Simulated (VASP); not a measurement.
OSZICAR of a VASP run on K:

### OSZICAR
```
       N       E                     dE             d eps       ncg     rms          rms(c)
DAV:   1     0.159328740754E+03    0.15933E+03   -0.97630E+03   736   0.888E+02
DAV:   2     0.134970850028E+02   -0.14583E+03   -0.14408E+03   632   0.252E+02
DAV:   3    -0.248942883672E+01   -0.15987E+02   -0.15933E+02   855   0.644E+01
DAV:   4    -0.324994281570E+01   -0.76051E+00   -0.75784E+00   815   0.146E+01
DAV:   5    -0.326616823047E+01   -0.16225E-01   -0.16224E-01   869   0.221E+00    0.362E+00
DAV:   6    -0.313514864660E+01    0.13102E+00   -0.28441E-01   623   0.199E+00    0.204E+00
DAV:   7    -0.311034868230E+01    0.24800E-01   -0.16662E-01   687   0.120E+00    0.659E-01
DAV:   8    -0.310764770978E+01    0.27010E-02   -0.31852E-02   683   0.781E-01    0.134E-01
DAV:   9    -0.310717483025E+01    0.47288E-03   -0.35375E-03   738   0.251E-01    0.815E-02
DAV:  10    -0.310760416834E+01   -0.42934E-03   -0.10412E-03   629   0.183E-01    0.383E-02
DAV:  11    -0.310776488983E+01   -0.16072E-03   -0.19595E-04   690   0.775E-02    0.247E-02
DAV:  12    -0.310806888706E+01   -0.30400E-03   -0.29735E-04   579   0.530E-02    0.171E-02
DAV:  13    -0.310821970723E+01   -0.15082E-03   -0.96045E-05   470   0.293E-02    0.876E-03
DAV:  14    -0.310830016674E+01   -0.80460E-04   -0.99278E-05   480   0.240E-02    0.646E-03
DAV:  15    -0.310831809639E+01   -0.17930E-04   -0.91782E-06   508   0.117E-02    0.262E-03
DAV:  16    -0.310832693825E+01   -0.88419E-05   -0.46742E-06   400   0.637E-03
   1 F= -.31083269E+01 E0= -.31084090E+01  d E =-.310833E+01
```

Q: Which electronic solver shows in the log?

A: It is blocked Davidson (ALGO = Normal, or the opening steps of other solvers). The INCAR had ALGO = Normal.

Q: Can the final energy be trusted as converged?

A: The run converged. It stopped with EDIFF = 1E-5, NELM = 100, NSW = 50 and EDIFFG = -0.03 after 1 ionic step (PBEsol GGA, plane waves, VASP's PBE PAW potentials (set 64)).

The cell is a thin slab with vacuum, built from K (bcc): (110) face.
